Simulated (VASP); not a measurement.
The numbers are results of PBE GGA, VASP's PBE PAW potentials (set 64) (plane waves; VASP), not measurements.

A VASP calculation is set up with these files.

**INCAR**
```
SYSTEM = WSi2
PREC = Accurate
ENCUT = 450
EDIFF = 1E-6
NELM = 100
ALGO = Normal
LREAL = .FALSE.
LASPH = .TRUE.
ISMEAR = -1
SIGMA = 0.1
GGA = PE
LMAXMIX = 6
LWAVE = .FALSE.
LCHARG = .FALSE.
ISIF = 2
```

File POSCAR:
```
WSi2
1
   -1.6050000000     1.6050000000     3.9150000000
    1.6050000000    -1.6050000000     3.9150000000
    1.6050000000     1.6050000000    -3.9150000000
Si W
2 1
Direct
  0.6650000000   0.6650000000   0.0000000000
  0.3350000000   0.3350000000   0.0000000000
  0.0000000000   0.0000000000   0.0000000000
```

**KPOINTS**
```
Automatic mesh
0
Gamma
12 12 12
0 0 0
```

POTCAR, in this order: Si W_sv (PBE.64 set). Program: vasp_std.

Unless said otherwise, spin-orbit coupling is left out, though it shifts the bands of the heavy elements here.

Problem. Predict the energy per atom (σ→0), pressure, largest force, band gap (on the k-mesh).

Solution. 
```json
{
 "energy per atom (σ→0)": "-8.268 eV/atom",
 "band gap (on the k-mesh)": "none (metal, semimetal or under 0.01 eV)",
 "pressure": "3.99 GPa",
 "largest_force": "0.130 eV/Å"
}
```

OSZICAR:
```
...
DAV:   6    -0.249141052249E+02    0.76072E+00   -0.45765E+00  5877   0.159E+01    0.879E+00
DAV:   7    -0.248329160452E+02    0.81189E-01   -0.30347E-01  5520   0.328E+00    0.462E+00
DAV:   8    -0.248105420702E+02    0.22374E-01   -0.46798E-02  6332   0.194E+00    0.309E-01
DAV:   9    -0.248101418408E+02    0.40023E-03   -0.12670E-03  5835   0.294E-01    0.180E-01
DAV:  10    -0.248100678977E+02    0.73943E-04   -0.32123E-04  6052   0.180E-01    0.350E-02
DAV:  11    -0.248100618175E+02    0.60802E-05   -0.38366E-05  6234   0.515E-02    0.144E-02
DAV:  12    -0.248100617448E+02    0.72649E-07   -0.15751E-06  4008   0.922E-03
   1 F= -.24810062E+02 E0= -.24804831E+02  d E =-.104620E-01
```

The structure is a typed WSi2 crystal. The cell was not relaxed at this level. The run is one of a series of settings (ENCUT = 450 against the base run), some of them coarse on purpose.
